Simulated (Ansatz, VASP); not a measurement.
**NaNb2 in VASP and in Ansatz**

The input INCAR:

```
SYSTEM = NaNb2
ALGO = Normal
EDIFF = 1E-7
ENCUT = 520
GGA = PE
ISIF = 2
ISMEAR = 0
LASPH = .TRUE.
LCHARG = .TRUE.
LELF = .TRUE.
LREAL = .FALSE.
LVHAR = .TRUE.
LWAVE = .FALSE.
NBANDS = 24
NELM = 100
PREC = Accurate
SIGMA = 0.1
```

KPOINTS

```
k-points
0
G
  6 6 6
  0 0 0
```

POSCAR

```
NaNb2
1.0
    0.0000000000      2.9498022278      2.9498022278
    2.9498022278      0.0000000000      2.9498022278
    2.9498022278      2.9498022278      0.0000000000
Na Nb
1 2
Direct
    0.0000000000      0.0000000000      0.0000000000
    0.2500000000      0.2500000000      0.2500000000
    0.7500000000      0.7500000000      0.7500000000
```

Input for Ansatz:

```yaml
crystal:
  lattice:
    - [0.0, 2.9498022278, 2.9498022278]
    - [2.9498022278, 0.0, 2.9498022278]
    - [2.9498022278, 2.9498022278, 0.0]
  atoms:
    - { symbol: Na, position: [0.0, 0.0, 0.0] }
    - { symbol: Nb, position: [0.25, 0.25, 0.25] }
    - { symbol: Nb, position: [0.75, 0.75, 0.75] }
basis:
  ecutwfc: 420
kpoints:
  mp_grid: { grid: [6, 6, 6] }
hamiltonian:
  xc: pbe
scf:
  occupations: { method: gaussian, width: 0.1 }
  lower_state_search: "off"
output:
  forces: true
  stress: true
  eigenvalues: true
```

Alike in both runs: task single point; functional PBE; k mesh 6 × 6 × 6; occupations gaussian, width 0.1 eV; no spin polarisation.

```csv
,VASP,Ansatz
version,VASP 6.6.1,Ansatz 0.2.0
potentials or method,"VASP PAW PBE potentials, release 64 (Na_pv, Nb_sv)","scalar-relativistic, plane waves, PAW"
plane-wave cutoff (eV),520,420
valence electrons in the cell,33,35
```

|  | VASP | Ansatz | Ansatz less VASP |
| --- | --- | --- | --- |
| gap on the k mesh at the Fermi level (eV) | none | none | - |
| pressure (GPa) | 24.4 | 24.2 | -0.13 |

A gap of «none» marks a metal or a gap that the smearing closes. The two sets of potentials don't hold the same shells in valence.

Caveats: so large a pressure means that the cell lies far from this level's equilibrium, or that cutoff or potentials fall short (VASP).
